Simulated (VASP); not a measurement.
## Sn (space group Fd-3m): computed properties

All values below come from r2SCAN+rVV10, VASP's PBE PAW potentials (set 64) (plane waves; VASP).

| Quantity | Result |
|---|---|
| space group | Fd-3m (227) |
| cell | a = 6.532 Å, b = 6.532 Å, c = 6.532 Å, α = 90.00°, β = 90.00°, γ = 90.00° |
| volume per atom | 34.84 Å³/atom |
| band gap (over mesh and band path) | none (metal, semimetal or under 0.01 eV) |
| density | 5.66 g/cm³ |

Space group Fd-3m, origin choice 1 (No. 227); a = 6.532 Å, b = 6.532 Å, c = 6.532 Å, α = 90.00°, β = 90.00°, γ = 90.00°

```json
[
 {"atom": "Sn", "site": "8b", "symmetry": "-43m", "x": "0.5000", "y": "0.5000", "z": "0.5000"}
]
```
(The calculation used a cell of 2 atoms; values per cell refer to that cell.)

Unless said otherwise, spin-orbit coupling is left out, though it shifts the bands of the heavy elements here.

The structure comes from a measured Sn entry (Fd-3m) of the Crystallography Open Database, whose conditions weren't checked. It was relaxed first. Symmetry was kept, so distortions that lower it aren't found.
